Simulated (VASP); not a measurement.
Given:

```
In31SnP32
1.0
   11.99952     0.00000     0.00000
    0.00000    11.99952     0.00000
    0.00000     0.00000    11.99952
In P Sn
31 32 1
Direct
  0.49994   0.00021   0.00035
  0.75037   0.24954   0.00079
  0.75051   0.00053   0.24978
  0.99998   0.00001   0.00000
  0.24973   0.24938   0.99979
  0.49995   0.49996   0.00022
  0.75037   0.75037   0.99942
  0.24963   0.99983   0.24967
  0.49832   0.24941   0.24961
  0.75049   0.50195   0.24961
  0.50011   0.00013   0.50006
  0.75060   0.24948   0.50197
  0.75032   0.99962   0.75045
  0.99978   0.49989   0.00042
  0.24961   0.75054   0.00085
  0.99945   0.24955   0.24962
  0.24947   0.49822   0.24943
  0.50197   0.75064   0.24958
  0.99968   0.00004   0.49992
  0.24929   0.24936   0.49840
  0.75063   0.75061   0.49836
  0.24964   0.00052   0.75048
  0.50181   0.24935   0.75080
  0.75074   0.49810   0.75084
  0.00059   0.75058   0.24982
  0.00014   0.50007   0.49999
  0.24938   0.75092   0.50184
  0.00064   0.24958   0.75052
  0.24910   0.50188   0.75088
  0.49810   0.75078   0.75087
  0.99942   0.75052   0.75028
  0.62489   0.12550   0.12584
  0.87427   0.37519   0.12592
  0.87442   0.12575   0.37523
  0.12490   0.12495   0.12501
  0.37501   0.37477   0.12452
  0.62522   0.62529   0.12433
  0.87509   0.87505   0.12497
  0.37499   0.12452   0.37514
  0.62368   0.37641   0.37645
  0.87574   0.62534   0.37498
  0.62518   0.12438   0.62524
  0.87585   0.37488   0.62536
  0.87501   0.12497   0.87519
  0.12545   0.62488   0.12580
  0.37520   0.87461   0.12589
  0.12441   0.37479   0.37485
  0.37622   0.62379   0.37634
  0.62534   0.87575   0.37504
  0.12552   0.12536   0.62481
  0.37612   0.37635   0.62402
  0.62371   0.62374   0.62399
  0.87430   0.87462   0.62489
  0.37512   0.12562   0.87465
  0.62519   0.37474   0.87588
  0.87458   0.62486   0.87443
  0.12567   0.87484   0.37519
  0.12428   0.62543   0.62521
  0.37491   0.87584   0.62524
  0.12564   0.37505   0.87498
  0.37467   0.62518   0.87591
  0.62476   0.87464   0.87458
  0.12496   0.87505   0.87513
  0.49978   0.50006   0.50029
```
Cell charge -1.

All values below come from HSE06 screened hybrid, VASP's PBE PAW potentials (set 64) (plane waves; VASP 6.6.1). Numerical set-up: PREC = Normal, LREAL = Auto, ISYM = 0, NELECT = 258.0, EDIFF = 1E-5, 400 eV cut-off, 1×1×1 Γ-centred mesh, Gaussian smearing of 0.050 eV, potentials In P Sn.

The cell is charged, with a uniform compensating background. The supercell is sampled at Γ alone, which is coarse: total energies, pressure and levels can be off, energies of defects by several tenths of an eV.

Task: What does the run give for the energy per atom (σ→0)?

Result: 
| Property | Value |
|---|---|
| energy per atom (σ→0) | -4.886 eV/atom |

Only differences to runs with the same potentials and settings are physical.

The cell is a supercell with a defect, built from InP (zinc blende): Sn_In, charge -1. The cell's shape comes from a PBE relaxation. The run is not spin-polarised, so no state with unpaired spins was tried.
